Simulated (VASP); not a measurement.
Given:

```yaml
crystal:
  lattice:
    - [0.00000, 3.33592, 3.33592]
    - [3.33592, 0.00000, 3.33592]
    - [3.33592, 3.33592, 0.00000]
  atoms:
    - { symbol: Te, position: [0.50000, 0.50000, 0.50000] }
    - { symbol: Pb, position: [0.00000, 0.00000, 0.00000] }
```

All values below come from TPSS meta-GGA, VASP's PBE PAW potentials (set 64) (plane waves; VASP). Settings: 520 eV cut-off, 7×7×7 Γ-centred mesh, Gaussian smearing of 0.050 eV, potentials Te Pb_d.

### Question
Give the stress tensor in GPa (positive for a compressed cell).

### Answer

```
-2.06   0.00   0.00
 0.00  -2.06   0.00
 0.00   0.00  -2.06
```
The pressure is its mean diagonal, -2.06 GPa.

The compound is PbTe in the rock salt structure. This cell is one point of a volume scan, at 1.06 of the reference volume.
